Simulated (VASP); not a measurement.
Level of theory: HSE06 screened hybrid, VASP's PBE PAW potentials (set 64) (plane waves; VASP 6.6.1).

Input for VASP

### KPOINTS
```
Automatic mesh
0
Gamma
 1 1 1
```

### INCAR
```
! general
SYSTEM   = VC32Si31
PREC     = Normal
ENCUT    = 400
LREAL    = Auto   ! projection in real space or not
LASPH    = .True.   ! aspherical one-centre terms
ISYM     = 0

! electronic loop
EDIFF    = 1E-5
NELM     = 50
NELMIN   = 4
ALGO     = Normal   ! blocked Davidson
LMAXMIX  = 4   ! l cut-off of mixed one-centre charges

! smearing
ISMEAR   = 0   ! Gaussian
SIGMA    = 0.05   ! width (eV)

! functional
GGA      = PE   ! PBE
LHFCALC  = .True.
AEXX     = 0.25
HFSCREEN = 0.2
PRECFOCK = Fast

! spin
ISPIN    = 2   ! spin-polarised
MAGMOM   = 0.0 0.0 0.0 0.0 0.0 0.0 0.0 0.0 0.0 0.0 0.0 0.0 0.0 0.0 0.0 0.0 0.0 0.0 0.0 0.0 0.0 0.0 0.0 0.0 0.0 0.0 0.0 0.0 0.0 0.0 0.0 0.0 0.0 0.0 0.0 0.0 0.0 0.0 0.0 0.0 0.0 0.0 0.0 0.0 0.0 0.0 0.0 0.0 0.0 0.0 0.0 0.0 0.0 0.0 0.0 0.0 0.0 0.0 0.0 0.0 0.0 0.0 0.0 3.0

! ions
ISIF     = 0

! output
LWAVE    = .False.
LCHARG   = .False.
LORBIT   = 10
```

**POSCAR**
```
VC32Si31
8.7583310
  1.0000000497   0.0000000000   0.0000000000
  0.0000000000   1.0000000497   0.0000000000
  0.0000000000   0.0000000000   1.0000000497
Si C V
31 32 1
Cart
  0.5001458408   0.9998298802   0.9998792487
  0.7497134163   0.2493447374   0.0002244169
  0.7497080523   0.0001991925   0.2495813255
  0.0000193962   0.9995491033   0.9997425334
  0.2491241977   0.2492450988   0.9996408383
  0.5000268911   0.4993206132   0.9999082875
  0.7497311903   0.7500200034   0.9998209308
  0.2490344904   0.9993616033   0.2491735177
  0.4990061856   0.2490168632   0.2494418359
  0.7499652803   0.5005455021   0.2485049741
  0.5000490706   0.9999751932   0.4995756140
  0.7497934776   0.2484135364   0.5006884982
  0.7497907989   0.9997685163   0.7501420644
  0.9999455158   0.4995370705   0.9998196173
  0.2492566232   0.7498696397   0.9997280408
  0.9999652100   0.2492587867   0.2494581682
  0.2482007428   0.4981977999   0.2480194374
  0.5014505833   0.7504473649   0.2484954675
  0.0000854534   0.9997385925   0.4997652409
  0.2487278323   0.2481229531   0.4984339516
  0.7516555458   0.7512775507   0.4974543297
  0.2493151729   0.0000092870   0.7500279728
  0.5011747373   0.2486070118   0.7501888260
  0.7515517774   0.4973188587   0.7514615036
  0.0000944392   0.7498891396   0.2490950355
  0.9999893295   0.4994172200   0.4996232814
  0.2476852661   0.7510669995   0.5014697542
  0.0002139653   0.2490689561   0.7500155206
  0.2478220741   0.5009287924   0.7509107059
  0.4982965971   0.7512130354   0.7513473840
  0.9997070673   0.7500238132   0.7501700134
  0.6248060369   0.1243195156   0.1242866275
  0.8755733918   0.3746320746   0.1242388248
  0.8756927850   0.1241617955   0.3748162097
  0.1244729674   0.1243734684   0.1244582134
  0.3745612604   0.3743808518   0.1244887105
  0.6247060353   0.6249809206   0.1244502223
  0.8748460305   0.8749615880   0.1245396364
  0.3744564029   0.1241746284   0.3743819016
  0.6282059479   0.3714559299   0.3719599097
  0.8752473732   0.6246411739   0.3741901471
  0.6248148398   0.1243596793   0.6251476868
  0.8752638390   0.3741436583   0.6247803215
  0.8749995643   0.1243865584   0.8751184749
  0.1240151128   0.6248761850   0.1239464113
  0.3746212021   0.8749171605   0.1241263449
  0.1245936237   0.3744504393   0.3745481921
  0.3700038679   0.6276168495   0.3697911065
  0.6247309869   0.8752678716   0.3746082761
  0.1240933174   0.1240850838   0.6249093628
  0.3707476595   0.3699572744   0.6274504315
  0.6307663439   0.6291190237   0.6296073624
  0.8753465944   0.8754199399   0.6247683289
  0.3746846765   0.1242893311   0.8753274199
  0.6247692961   0.3743443827   0.8753286235
  0.8753233517   0.6246290734   0.8756125839
  0.1241206051   0.8749765463   0.3746191465
  0.1240640935   0.6250872525   0.6251503104
  0.3747213057   0.8750831394   0.6248132285
  0.1240773484   0.3745813793   0.8753491090
  0.3746237755   0.6245954289   0.8749156169
  0.6248528960   0.8751044172   0.8752106981
  0.1245837051   0.8747931802   0.8748052283
  0.4999961330   0.5044101733   0.5026347355
```

POTCAR, in this order: Si C V_sv (PBE.64 set). Program: vasp_gam. Read from the step before: WAVECAR.

The run wrote:

### OSZICAR
```
       N       E                     dE             d eps       ncg     rms          rms(c)
DAV:   1    -0.559083838623E+03   -0.55908E+03   -0.10262E+01   676   0.852E+00    0.150E+01
DAV:   2    -0.559333450180E+03   -0.24961E+00   -0.28130E+00   754   0.322E+00    0.109E+01
DAV:   3    -0.559385338134E+03   -0.51888E-01   -0.85158E-01   769   0.415E+00    0.689E+00
DAV:   4    -0.559409475039E+03   -0.24137E-01   -0.18078E-01   784   0.115E+00    0.389E+00
DAV:   5    -0.559415767008E+03   -0.62920E-02   -0.52098E-02   801   0.506E-01    0.223E+00
DAV:   6    -0.559415056848E+03    0.71016E-03   -0.14995E-02   768   0.419E-01    0.138E+00
DAV:   7    -0.559414866838E+03    0.19001E-03   -0.32100E-03   761   0.169E-01    0.787E-01
DAV:   8    -0.559414819848E+03    0.46990E-04   -0.10464E-03   793   0.826E-02    0.456E-01
DAV:   9    -0.559414773942E+03    0.45906E-04   -0.31014E-04   785   0.574E-02    0.280E-01
DAV:  10    -0.559414791907E+03   -0.17966E-04   -0.13263E-04   745   0.328E-02    0.166E-01
DAV:  11    -0.559414832135E+03   -0.40227E-04   -0.64630E-05   689   0.228E-02    0.104E-01
DAV:  12    -0.559414880095E+03   -0.47960E-04   -0.44390E-05   625   0.181E-02    0.733E-02
DAV:  13    -0.559414927951E+03   -0.47856E-04   -0.37982E-05   609   0.157E-02    0.579E-02
DAV:  14    -0.559414973124E+03   -0.45174E-04   -0.34875E-05   608   0.146E-02    0.510E-02
DAV:  15    -0.559415014628E+03   -0.41504E-04   -0.32117E-05   608   0.139E-02    0.475E-02
DAV:  16    -0.559415052432E+03   -0.37804E-04   -0.29541E-05   600   0.133E-02    0.452E-02
DAV:  17    -0.559415086756E+03   -0.34325E-04   -0.27335E-05   584   0.128E-02    0.432E-02
DAV:  18    -0.559415117886E+03   -0.31129E-04   -0.24989E-05   552   0.122E-02    0.415E-02
DAV:  19    -0.559415146117E+03   -0.28231E-04   -0.23338E-05   584   0.116E-02    0.397E-02
DAV:  20    -0.559415171695E+03   -0.25578E-04   -0.20854E-05   544   0.112E-02    0.380E-02
DAV:  21    -0.559415194861E+03   -0.23166E-04   -0.19364E-05   570   0.106E-02    0.362E-02
DAV:  22    -0.559415215819E+03   -0.20958E-04   -0.17239E-05   530   0.102E-02    0.346E-02
DAV:  23    -0.559415234755E+03   -0.18936E-04   -0.15741E-05   538   0.961E-03    0.330E-02
DAV:  24    -0.559415251891E+03   -0.17136E-04   -0.14569E-05   516   0.910E-03    0.314E-02
DAV:  25    -0.559415267377E+03   -0.15486E-04   -0.12809E-05   546   0.867E-03    0.299E-02
DAV:  26    -0.559415281350E+03   -0.13973E-04   -0.11696E-05   506   0.818E-03    0.285E-02
DAV:  27    -0.559415293967E+03   -0.12617E-04   -0.10834E-05   468   0.772E-03    0.270E-02
DAV:  28    -0.559415305355E+03   -0.11388E-04   -0.97295E-06   498   0.744E-03    0.257E-02
DAV:  29    -0.559415315631E+03   -0.10276E-04   -0.88700E-06   522   0.695E-03    0.244E-02
DAV:  30    -0.559415324890E+03   -0.92586E-05   -0.78490E-06   460   0.670E-03
   1 F= -.55941532E+03 E0= -.55941532E+03  d E =-.116167E-12  mag=     1.0000
```

### OUTCAR
```
------------------------ aborting loop because EDIFF is reached ----------------------------------------
  volume of cell :      671.84
      direct lattice vectors                 reciprocal lattice vectors
     8.758331436  0.000000000  0.000000000     0.114176999  0.000000000  0.000000000
     0.000000000  8.758331436  0.000000000     0.000000000  0.114176999  0.000000000
     0.000000000  0.000000000  8.758331436     0.000000000  0.000000000  0.114176999
  FREE ENERGIE OF THE ION-ELECTRON SYSTEM (eV)
  ---------------------------------------------------
  free  energy   TOTEN  =      -559.4153248897 eV

  energy  without entropy=     -559.4153248897  energy(sigma->0) =     -559.41532489

  exchange ACFDT corr.  =         0.00000000  see jH, gK, PRB 81, 115126

 total charge

# of ion       s       p       d       tot
------------------------------------------
    1        0.710   0.982   0.000   1.692
    2        0.709   0.978   0.000   1.687
    3        0.709   0.977   0.000   1.686
    4        0.709   0.980   0.000   1.688
    5        0.709   0.978   0.000   1.687
    6        0.708   0.976   0.000   1.684
    7        0.709   0.977   0.000   1.686
    8        0.709   0.977   0.000   1.686
    9        0.708   0.974   0.000   1.681
   10        0.710   0.978   0.000   1.687
   11        0.708   0.977   0.000   1.685
   12        0.710   0.978   0.000   1.687
   13        0.709   0.977   0.000   1.686
   14        0.712   0.984   0.000   1.696
   15        0.709   0.978   0.000   1.687
   16        0.709   0.978   0.000   1.687
   17        0.710   0.981   0.000   1.691
   18        0.708   0.975   0.000   1.683
   19        0.712   0.983   0.000   1.695
   20        0.710   0.980   0.000   1.690
   21        0.710   0.979   0.000   1.688
   22        0.709   0.977   0.000   1.686
   23        0.708   0.975   0.000   1.683
   24        0.710   0.980   0.000   1.690
   25        0.709   0.978   0.000   1.687
   26        0.708   0.976   0.000   1.683
   27        0.709   0.977   0.000   1.686
   28        0.709   0.978   0.000   1.687
   29        0.709   0.977   0.000   1.686
   30        0.708   0.975   0.000   1.682
   31        0.709   0.978   0.000   1.687
   32        0.835   1.715   0.000   2.550
   33        0.834   1.712   0.000   2.546
   34        0.834   1.711   0.000   2.546
   35        0.833   1.720   0.000   2.553
   36        0.833   1.716   0.000   2.549
   37        0.834   1.720   0.000   2.554
   38        0.832   1.716   0.000   2.549
   39        0.833   1.716   0.000   2.549
   40        0.852   1.683   0.000   2.536
   41        0.833   1.715   0.000   2.548
   42        0.834   1.721   0.000   2.555
   43        0.833   1.715   0.000   2.548
   44        0.832   1.716   0.000   2.549
   45        0.835   1.716   0.000   2.551
   46        0.834   1.710   0.000   2.544
   47        0.833   1.717   0.000   2.551
   48        0.854   1.684   0.000   2.539
   49        0.833   1.718   0.000   2.552
   50        0.835   1.716   0.000   2.551
   51        0.853   1.683   0.000   2.536
   52        0.856   1.690   0.000   2.546
   53        0.834   1.711   0.000   2.546
   54        0.834   1.710   0.000   2.545
   55        0.833   1.718   0.000   2.552
   56        0.835   1.711   0.000   2.546
   57        0.835   1.715   0.000   2.549
   58        0.834   1.719   0.000   2.553
   59        0.833   1.715   0.000   2.547
   60        0.835   1.715   0.000   2.550
   61        0.833   1.714   0.000   2.547
   62        0.835   1.714   0.000   2.549
   63        0.833   1.719   0.000   2.552
   64        2.368   6.276   3.157  11.801
--------------------------------------------------
tot         51.114  91.364   3.157 145.635

 magnetization (x)

# of ion       s       p       d       tot
------------------------------------------
    1       -0.000  -0.000   0.000  -0.000
    2        0.000   0.000   0.000   0.000
    3        0.000   0.000   0.000   0.000
    4        0.000  -0.000   0.000  -0.000
    5        0.000   0.000   0.000   0.000
    6        0.000  -0.000   0.000   0.000
    7        0.000   0.000   0.000   0.000
    8        0.000   0.000   0.000   0.000
    9        0.000  -0.000   0.000  -0.000
   10        0.004   0.005   0.000   0.008
   11        0.000  -0.000   0.000   0.000
   12        0.003   0.004   0.000   0.007
   13        0.000   0.000   0.000   0.000
   14        0.001  -0.000   0.000   0.001
   15        0.000  -0.000   0.000   0.000
   16       -0.000  -0.000   0.000  -0.000
   17        0.003   0.004   0.000   0.007
   18        0.000  -0.001   0.000  -0.001
   19        0.001  -0.000   0.000   0.001
   20        0.003   0.003   0.000   0.006
   21        0.003   0.004   0.000   0.006
...
```
(Selected blocks of OUTCAR.)

The supercell is sampled at Γ alone, which is coarse: total energies, pressure and levels can be off, energies of defects by several tenths of an eV.

The cell is a supercell with a defect, built from SiC (zinc blende): V_Si. The cell's shape comes from a PBE relaxation.
